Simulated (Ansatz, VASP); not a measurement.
Two plane-wave programs on K2ICl

```xyz
4
Lattice="2.3574 1.3611 7.7636 -2.3574 1.3611 7.7636 0.0000 -2.7221 7.7636" Properties=species:S:1:pos:R:3 pbc="T T T"
Cl    2.3574    1.3611    7.7636
I     0.0000    0.0000   11.6454
K     0.0000    0.0000    6.0543
K     0.0000    0.0000   17.2365
```

Alike in both runs: task single point; functional PBE; k mesh 4 × 4 × 4; no spin polarisation.

```csv
,VASP,Ansatz
version,VASP 6.6.1,Ansatz 0.2.0
potentials or method,"VASP PAW PBE potentials, release 64 (Cl, I, K_sv)","plane waves, PAW"
plane-wave cutoff (eV),520,420
occupations,"gaussian, width 0.01 eV",fixed
valence electrons in the cell,32,42
```

Ansatz gave:

* gap on the k mesh at the Fermi level (eV): 3.81

Task: What did VASP give for the same quantities?

Result: gap on the k mesh at the Fermi level (eV): 3.80.

The two sets of potentials don't hold the same shells in valence.

Caveats: spin-orbit coupling is left out, which moves the levels of the heavy elements. A k mesh can miss the band edges.
